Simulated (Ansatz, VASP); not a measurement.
Al2CdPt4: VASP beside Ansatz

```
Pt Cd Al
1.0
     0.00000    5.25360    0.00000
     5.25360    0.00000    0.00000
     2.62680    2.62680   -4.87214
Pt Cd Al
4 1 2
Direct
  0.37000 0.38000 0.74000
  0.62000 0.11000 0.26000
  0.89000 0.88000 0.74000
  0.12000 0.63000 0.26000
  0.50000 0.50000 0.00000
  0.75000 0.25000 0.50000
  0.00000 0.00000 0.00000
```

The cell was built by a generator and needn't be a form met in nature.

Alike in both runs: task single point; functional PBE; k mesh 4 × 4 × 4; occupations tetrahedron; no spin polarisation.

|  | VASP | Ansatz |
| --- | --- | --- |
| version | VASP 6.6.1 | Ansatz 0.2.0 |
| potentials or method | VASP PAW PBE potentials, release 64 (Pt, Cd, Al) | PAW plane waves |
| plane-wave cutoff (eV) | 520 | 420 |
| valence electrons in the cell | 58 | 98 |

```csv
,VASP,Ansatz,Ansatz less VASP
gap on the k mesh at the Fermi level (eV),none,none,-
rms of the force components (eV/Å),2.642,2.555,-0.0877
```

Atom by atom the forces differ by 0.103 eV/Å (rms over components). A gap of «none» marks a metal or a gap that the smearing closes. The functional is the same, so the differences come from potentials, cutoffs and numerics. The two sets of potentials don't hold the same shells in valence. Ansatz warned: «band_table_not_solved_further».

Caveats: forces of over 1 eV/Å show positions far from the minimum, so gaps and moduli don't describe the material at rest; tetrahedron occupations give inexact forces and stress in metals. The runs have no spin-orbit coupling, so splittings on Pt are missing.
